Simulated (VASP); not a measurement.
Given:

```xyz
5
Lattice="4.2015 0.0000 0.0000 0.0000 4.2015 0.0000 0.0000 0.0000 4.2015" Properties=species:S:1:pos:R:3 pbc="T T T"
Ba     0.0000     0.0000     0.0000
Hf     2.1007     2.1007     2.1007
O      2.1007     0.0000     2.1007
O      0.0000     2.1007     2.1007
O      2.1007     2.1007     0.0000
```

Calculation: PBE GGA, VASP's PBE PAW potentials (set 64) (plane waves; VASP). Numerical set-up: 520 eV cut-off, 5×5×5 Γ-centred mesh, Gaussian smearing of 0.050 eV, potentials Ba_sv Hf_pv O.

**Question.** What does the run give for the energy per atom (σ→0)?

**Answer.** 
```
Quantity                                Value
---------------------  ----------------------
energy per atom (σ→0)  -840.5 kJ/mol of atoms
```

The absolute energy has meaning only against runs of the same code, potentials and settings.

The compound is BaHfO3 in the cubic perovskite structure. It was relaxed first.
